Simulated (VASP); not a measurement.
Consider the following.

```
CELL_PARAMETERS angstrom
      0.00000     3.32690     3.32690
      3.32690     0.00000     3.32690
      3.32690     3.32690     0.00000
ATOMIC_POSITIONS crystal
  Hg 0.00000 0.00000 0.00000
  Te 0.25000 0.25000 0.25000
```

Level of theory: PBE GGA, VASP's PBE PAW potentials (set 64) (plane waves; VASP 6.6.1). Run with 480 eV cut-off, 10×10×10 Γ-centred mesh, first-order Methfessel-Paxton smearing of 0.10 eV, potentials Hg Te.

Energy and stress use the plane-wave basis of the starting cell.

Q: The ions, cell shape and volume at an external pressure of 1.0 GPa are relaxed. Give the cell that the relaxation ends in.

A: 
```
CELL_PARAMETERS angstrom
      0.00000     3.29698     3.29698
      3.29698     0.00000     3.29698
      3.29698     3.29698     0.00000
ATOMIC_POSITIONS crystal
  Hg 0.00000 0.00000 0.00000
  Te 0.25000 0.25000 0.25000
```
Space group F-43m (216), at a tolerance of 0.03 Å.

Q: How do energy and volume change from the first to the last step?

A: The energy (σ→0) changes by +3.0 meV/atom and the volume by -2.7 %, in 3 ionic steps.

The compound is HgTe in the zinc blende structure. This run relaxes it under an external pressure of 1 GPa. Symmetry was kept, so distortions that lower it aren't found.
